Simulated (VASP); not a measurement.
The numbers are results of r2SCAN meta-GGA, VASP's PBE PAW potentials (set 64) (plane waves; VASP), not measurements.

VASP ran on this input.

**KPOINTS**
```
Automatic mesh
0
Gamma
8 8 8
0 0 0
```

### POSCAR
```
PtAl2
5.8993280
  0.0000000000   0.4999999826   0.4999999826
  0.4999999826   0.0000000000   0.4999999826
  0.4999999826   0.4999999826   0.0000000000
Al Pt
2 1
direct
  0.2500000000   0.2500000000   0.2500000000
  0.7500000000   0.7500000000   0.7500000000
  0.0000000000   0.0000000000   0.0000000000
```

**INCAR**
```
! general
SYSTEM =PtAl2
PREC   =Accurate
ENCUT  =480
LREAL  =.False.
LASPH  =.True.

! electronic loop
EDIFF  =1E-7
NELM   =100
ALGO   =Normal
LMAXMIX=6
LMIXTAU=.True.

! smearing
ISMEAR =1
SIGMA  =0.1

! functional
METAGGA=R2SCAN

! ions
ISIF   =2

! output
LWAVE  =.False.
LCHARG =.False.
```

POTCAR, in this order: Al Pt (PBE.64 set). Program: vasp_std.

What VASP printed:

OUTCAR:
```
 ion  position               nearest neighbor table
   1  0.250  0.250  0.250-   3 2.55   3 2.55   3 2.55   3 2.55   2 2.95   2 2.95   2 2.95   2 2.95
                             2 2.95   2 2.95
   2  0.750  0.750  0.750-   3 2.55   3 2.55   3 2.55   3 2.55   1 2.95   1 2.95   1 2.95   1 2.95
                             1 2.95   1 2.95
   3  0.000  0.000  0.000-   2 2.55   2 2.55   2 2.55   1 2.55   1 2.55   1 2.55   2 2.55   1 2.55
  LATTYP: Found a face centered cubic cell.
 ALAT       =     5.8993277948
 Subroutine PRICEL returns:
 Original cell was already a primitive cell.
 Subroutine GETGRP returns: Found 48 space group operations
The static configuration has the point symmetry O_h .
The dynamic configuration has the point symmetry O_h .
 Subroutine INISYM returns: Found 48 space group operations
 Subroutine IBZKPT returns following result:
 Found     29 irreducible k-points:

 Following reciprocal coordinates:
            Coordinates               Weight
  0.000000  0.000000  0.000000      1.000000
  0.125000  0.000000  0.000000      8.000000
  0.250000  0.000000  0.000000      8.000000
  0.375000  0.000000  0.000000      8.000000
  0.500000  0.000000  0.000000      4.000000
  0.125000  0.125000  0.000000      6.000000
...
```

File OSZICAR:
```
       N       E                     dE             d eps       ncg     rms          rms(c)
DAV:   1    -0.326422104075E+01   -0.32642E+01   -0.65894E+03   696   0.109E+03
DAV:   2    -0.698543292194E+02   -0.66590E+02   -0.59928E+02   780   0.195E+02
DAV:   3    -0.718261767733E+02   -0.19718E+01   -0.19461E+01   888   0.321E+01
DAV:   4    -0.718455331559E+02   -0.19356E-01   -0.19350E-01   820   0.372E+00
DAV:   5    -0.718458450457E+02   -0.31189E-03   -0.31186E-03   892   0.509E-01    0.965E+00
DAV:   6    -0.679003296179E+02    0.39455E+01   -0.34061E+00   808   0.198E+01    0.363E+00
DAV:   7    -0.678256567108E+02    0.74673E-01   -0.42566E-01   776   0.654E+00    0.214E+00
DAV:   8    -0.678845119115E+02   -0.58855E-01   -0.92515E-02   732   0.246E+00    0.527E-01
DAV:   9    -0.678780033142E+02    0.65086E-02   -0.28481E-02   724   0.150E+00    0.171E-01
DAV:  10    -0.678899205357E+02   -0.11917E-01   -0.11110E-02   712   0.902E-01    0.116E-01
DAV:  11    -0.678908802925E+02   -0.95976E-03   -0.99210E-04   812   0.301E-01    0.353E-02
DAV:  12    -0.678909340406E+02   -0.53748E-04   -0.39257E-04   776   0.224E-01    0.176E-02
DAV:  13    -0.678911460627E+02   -0.21202E-03   -0.10154E-04   772   0.121E-01    0.548E-03
DAV:  14    -0.678911470336E+02   -0.97092E-06   -0.34527E-06   848   0.187E-02    0.224E-03
DAV:  15    -0.678911472430E+02   -0.20938E-06   -0.41413E-07   796   0.702E-03    0.668E-04
DAV:  16    -0.678911474530E+02   -0.21000E-06   -0.27308E-08   424   0.195E-03    0.250E-04
DAV:  17    -0.678911474502E+02    0.28543E-08   -0.15785E-08   432   0.143E-03
   1 F= -.67891147E+02 E0= -.67891384E+02  d E =0.708733E-03
```

OUTCAR:
```
------------------------ aborting loop because EDIFF is reached ----------------------------------------
  FORCE on cell =-STRESS in cart. coord.  units (eV):
  Direction    XX          YY          ZZ          XY          YZ          ZX
  --------------------------------------------------------------------------------------
  Total        0.0288883      0.0288883      0.0288883      0.0000000      0.0000000      0.0000000
  in kB        0.9017461      0.9017461      0.9017461      0.0000000      0.0000000      0.0000000
  external PRESSURE =       0.9017461 kB  Pullay stress =       0.0000000 kB
  volume of cell :       51.33
      direct lattice vectors                 reciprocal lattice vectors
     0.000000000  2.949663897  2.949663897    -0.169510838  0.169510838  0.169510838
     2.949663897  0.000000000  2.949663897     0.169510838 -0.169510838  0.169510838
     2.949663897  2.949663897  0.000000000     0.169510838  0.169510838 -0.169510838
 POSITION                                       TOTAL-FORCE (eV/Angst)
 -----------------------------------------------------------------------------------
      1.47483      1.47483      1.47483        -0.000000     -0.000000     -0.000000
      4.42450      4.42450      4.42450         0.000000      0.000000     -0.000000
      0.00000      0.00000      0.00000         0.000000      0.000000      0.000000
 -----------------------------------------------------------------------------------
    total drift:                                0.000000     -0.000000     -0.000000
  FREE ENERGIE OF THE ION-ELECTRON SYSTEM (eV)
  ---------------------------------------------------
  free  energy   TOTEN  =       -67.8911474502 eV

  energy  without entropy=      -67.8918561832  energy(sigma->0) =      -67.89138369
```
(Selected blocks of OUTCAR.)

The compound is PtAl2 in the fluorite structure. It was relaxed first.
